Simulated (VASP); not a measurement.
Method: PBE GGA with D4 dispersion, VASP's PBE PAW potentials (set 64) (plane waves; VASP).

A VASP calculation is set up with these files.

POSCAR:
```
KMgF3
1
    4.0205640185     0.0000000000     0.0000000000
   -0.0000000000     4.0205640185     0.0000000000
   -0.0000000000     0.0000000000     4.0205640185
K Mg F
1 1 3
Direct
  0.0000000000   0.0000000000   0.0000000000
  0.5000000000   0.5000000000   0.5000000000
  0.5000000000   0.0000000000   0.5000000000
  0.0000000000   0.5000000000   0.5000000000
  0.5000000000   0.5000000000   0.0000000000
```

**INCAR**
```
SYSTEM  =  KMgF3
PREC  =  Accurate; ENCUT  =  520; LREAL  =  .FALSE.
LASPH  =  .TRUE.
EDIFF  =  1E-6; NELM  =  100; ALGO  =  Normal
ISMEAR  =  0; SIGMA  =  0.05
GGA  =  PE; IVDW  =  13
IBRION  =  2; NSW  =  60; ISIF  =  3
EDIFFG  =  -0.02
LWAVE  =  .FALSE.; LCHARG  =  .FALSE.
```

**KPOINTS**
```
Regular mesh
0
G
 5 5 5
0 0 0
```

POTCAR, in this order: K_sv Mg F (PBE.64 set). Program: vasp_std.

Q: Estimate the energy per atom (σ→0), dispersion energy, volume per atom.

A: 
```
Item                           Result
---------------------  --------------
energy per atom (σ→0)  -4.974 eV/atom
dispersion energy           -0.428 eV
volume per atom         13.05 Å³/atom
```

OSZICAR:
```
...
DAV:   1    -0.244485227479E+02   -0.63147E-02   -0.89320E-02   428   0.282E+00    0.526E-01
DAV:   2    -0.244443067705E+02    0.42160E-02   -0.19775E-02   424   0.111E+00    0.983E-02
DAV:   3    -0.244440893237E+02    0.21745E-03   -0.39585E-04   584   0.172E-01    0.563E-02
DAV:   4    -0.244440428114E+02    0.46512E-04   -0.16762E-04   692   0.789E-02    0.434E-02
DAV:   5    -0.244440429029E+02   -0.91519E-07   -0.18696E-05   616   0.322E-02    0.933E-03
DAV:   6    -0.244440416673E+02    0.12356E-05   -0.63279E-06   564   0.203E-02    0.303E-03
DAV:   7    -0.244440409795E+02    0.68779E-06   -0.42683E-07   324   0.386E-03
   2 F= -.24872420E+02 E0= -.24872420E+02  d E =-.268400E-03
```

The compound is KMgF3 in the cubic perovskite structure. This run relaxes it. Symmetry was kept, so distortions that lower it aren't found. The start is the result of an earlier pass.
